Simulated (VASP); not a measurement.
Calculation: PBE GGA, VASP's PBE PAW potentials (set 64) (plane waves; VASP).

VASP ran on this input.

File POSCAR:
```
CdS
1
    2.1819574841    -3.7792610366     0.0000000000
    2.1819574841     3.7792610366     0.0000000000
    0.0000000000     0.0000000000     7.0874954152
Cd S
2 2
Direct
  0.6666670000   0.3333330000   0.5000029639
  0.3333330000   0.6666670000   0.0000029639
  0.6666670000   0.3333330000   0.8769970361
  0.3333330000   0.6666670000   0.3769970361
```

### INCAR
```
# general
SYSTEM  = CdS
PREC    = Accurate
ENCUT   = 480   # plane-wave cut-off (eV)
LREAL   = .FALSE.   # projection in real space or not
LASPH   = .TRUE.   # aspherical one-centre terms

# electronic loop
EDIFF   = 1E-7
NELM    = 100
ALGO    = Normal   # blocked Davidson
LMAXMIX = 4

# smearing
ISMEAR  = 0   # Gaussian
SIGMA   = 0.05   # width (eV)

# functional
GGA     = PE   # PBE

# ions
ISIF    = 2

# output
LWAVE   = .FALSE.
LCHARG  = .FALSE.
```

KPOINTS:
```
Automatic mesh
0
Gamma
6 6 4
0 0 0
```

POTCAR, in this order: Cd S (PBE.64 set). Program: vasp_std.

**Question.** What will the output report for the number of irreducible k-points (NKPTS), number of bands (NBANDS), largest plane-wave count, number of space-group operations, FFT grid (NGX, NGY, NGZ)?

**Answer.** 
```json
{
  "number of irreducible k-points (NKPTS)": "21",
  "number of bands (NBANDS)": "22",
  "largest_plane_wave_count": "2826",
  "number_of_space_group_operations": "12",
  "FFT grid (NGX, NGY, NGZ)": "32 × 32 × 54"
}
```

The compound is CdS in the wurtzite structure. This cell was strained or had an atom moved on purpose.
